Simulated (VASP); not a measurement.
Given:

```
Ga2AsP
1.0
    5.54613     0.00000     0.00000
    0.00000     5.54613     0.00000
    0.00000     0.00000     5.54369
Ga P As
4 2 2
Direct
  0.00000   0.00000   0.00889
  0.50000   0.50000   0.00889
  0.50000   0.00000   0.49111
  0.00000   0.50000   0.49111
  0.25000   0.25000   0.25000
  0.75000   0.75000   0.25000
  0.75000   0.25000   0.75000
  0.25000   0.75000   0.75000
```

Calculation: PBEsol GGA, VASP's PBE PAW potentials (set 64) (plane waves; VASP 6.6.1). Settings: 400 eV cut-off, 4×4×4 Γ-centred mesh, Gaussian smearing of 0.050 eV, potentials Ga_d P As.

### Question
Predict the energy per atom (σ→0), band gap (on the k-mesh) with the smallest direct gap where there is one.

### Answer

```json
{
  "band gap (on the k-mesh)": "1.05 eV",
  "smallest direct gap (on the k-mesh)": "1.05 eV",
  "energy per atom (σ→0)": "-4.743 eV/atom"
}
```

The absolute energy has meaning only against runs of the same code, potentials and settings.

The structure was generated: Ga4As2P2 was put into an ordered model structure (P-4m2), which need not be its known phase. It was relaxed first. The start is the result of an earlier pass.
